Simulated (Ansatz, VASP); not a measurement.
## One calculation of TaNb3F2, two programs

File INCAR:

```
PREC = Accurate ; ENCUT = 520
EDIFF = 1E-6 ; ISMEAR = 0
SIGMA = 0.1 ; LREAL = False
LASPH = True ; NELM = 100
ALGO = Normal ; ISIF = 2
LWAVE = False ; LCHARG = True
GGA = PE ; LELF = True
LVHAR = True ; NBANDS = 41
```

Contents of KPOINTS:

```
Automatic mesh
0
Gamma
  4 4 4
```

Contents of POSCAR:

```
TaNb3F2
1.0
    4.3182617100      0.0000000000      0.0000000000
    0.0000000000      4.3182617100      0.0000000000
    0.0000000000      0.0000000000      4.8597432300
Ta Nb F
1 3 2
Direct
    0.0000000000      0.0000000000      0.0000000000
    0.0000000000      0.5000000000      0.1376359100
    0.5000000000      0.0000000000      0.8623640900
    0.0000000000      0.0000000000      0.5000000000
    0.5000000000      0.5000000000      0.5000000000
    0.5000000000      0.5000000000      0.0000000000
```

Input for Ansatz:

```yaml
crystal:
  lattice:
    - [4.31826171, 0.0, 0.0]
    - [0.0, 4.31826171, 0.0]
    - [0.0, 0.0, 4.85974323]
  atoms:
    - { symbol: Ta, position: [0.0, 0.0, 0.0] }
    - { symbol: Nb, position: [0.0, 0.5, 0.13763591] }
    - { symbol: Nb, position: [0.5, 0.0, 0.86236409] }
    - { symbol: Nb, position: [0.0, 0.0, 0.5] }
    - { symbol: F, position: [0.5, 0.5, 0.5] }
    - { symbol: F, position: [0.5, 0.5, 0.0] }
basis:
  ecutwfc: 420
kpoints:
  mp_grid: { grid: [4, 4, 4] }
hamiltonian:
  xc: pbe
scf:
  occupations: { method: gaussian, width: 0.1 }
  lower_state_search: "off"
output:
  forces: true
  stress: true
  eigenvalues: true
```

Alike in both runs: task single point; functional PBE; k mesh 4 × 4 × 4; occupations gaussian, width 0.1 eV; no spin polarisation.

|  | VASP | Ansatz |
| --- | --- | --- |
| version | VASP 6.6.1 | Ansatz 0.2.0 |
| potentials or method | VASP PAW PBE potentials, release 64 (Ta_pv, Nb_sv, F) | scalar-relativistic, plane waves, PAW |
| plane-wave cutoff (eV) | 520 | 420 |
| valence electrons in the cell | 64 | 66 |

|  | VASP | Ansatz | Ansatz less VASP |
| --- | --- | --- | --- |
| gap on the k mesh at the Fermi level (eV) | none | none | - |
| rms of the force components (eV/Å) | 1.398 | 1.380 | -0.0181 |

Atom by atom the forces differ by 0.018 eV/Å (rms over components). A gap of «none» marks a metal or a gap that the smearing closes. The functional is the same, so the differences come from potentials, cutoffs and numerics. The two sets of potentials don't hold the same shells in valence.

Caveats: the k mesh is coarse (spacing up to 0.36 Å⁻¹), so the values aren't converged; forces of over 1 eV/Å show positions far from the minimum, so gaps and moduli don't describe the material at rest. The runs have no spin-orbit coupling, so splittings on Ta are missing.
